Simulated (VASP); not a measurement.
Consider the following.

```
CELL_PARAMETERS angstrom
      0.00000     2.79497     2.79497
      2.79497     0.00000     2.79497
     11.31241    11.31241    -0.13251
ATOMIC_POSITIONS crystal
  Zn 0.98531 0.98531 0.01102
  Zn 0.01289 0.01289 0.24033
  S  0.24848 0.24848 0.06364
  S  0.27596 0.27596 0.29303
  S  0.24546 0.24546 0.56591
  S  0.21908 0.21908 0.83569
  Hg 0.02069 0.02069 0.48448
  Hg 0.99213 0.99213 0.75590
```

All values below come from PBEsol GGA, VASP's PBE PAW potentials (set 64) (plane waves; VASP). Settings: 400 eV cut-off, Gaussian smearing of 0.050 eV, potentials Zn S Hg.

Unless said otherwise, spin-orbit coupling is left out, though it shifts the bands of the heavy elements here.

Problem. Give the energies of bands 27 to 40 at the high-symmetry points, in eV from the valence-band maximum.

Solution. 
| band | Γ | T | H2 | L | S0 | F |
|---|---|---|---|---|---|---|
| 27 | -3.37 | -2.08 | -5.09 | -4.87 | -5.09 | -4.84 |
| 28 | -1.65 | -1.63 | -4.95 | -4.79 | -4.95 | -4.81 |
| 29 | -1.65 | -1.63 | -3.67 | -2.89 | -3.66 | -2.87 |
| 30 | -1.18 | -1.44 | -3.53 | -2.85 | -3.54 | -2.85 |
| 31 | -1.18 | -1.21 | -3.00 | -2.83 | -3.01 | -2.83 |
| 32 | -0.52 | -1.21 | -2.68 | -2.28 | -2.68 | -2.60 |
| 33 | -0.52 | -0.47 | -2.21 | -2.04 | -2.24 | -2.15 |
| 34 | -0.44 | -0.47 | -2.06 | -1.91 | -2.01 | -1.66 |
| 35 | 0.00 | -0.03 | -1.96 | -1.49 | -2.01 | -1.35 |
| 36 | 0.00 | -0.03 | -1.89 | -0.96 | -1.86 | -0.89 |
| 37 | 0.20 | 1.04 | 3.00 | 2.21 | 2.99 | 1.75 |
| 38 | 1.97 | 1.46 | 3.21 | 2.67 | 3.22 | 2.59 |
| 39 | 2.10 | 2.09 | 4.00 | 2.82 | 4.00 | 3.02 |
| 40 | 2.26 | 2.38 | 4.41 | 3.49 | 4.41 | 3.44 |

The gap is direct, 0.20 eV, from the valence maximum at Γ to the conduction minimum at Γ.

The structure was generated: Hg2Zn2S4 was put into an ordered model structure (R3m), which need not be its known phase. It was relaxed first.
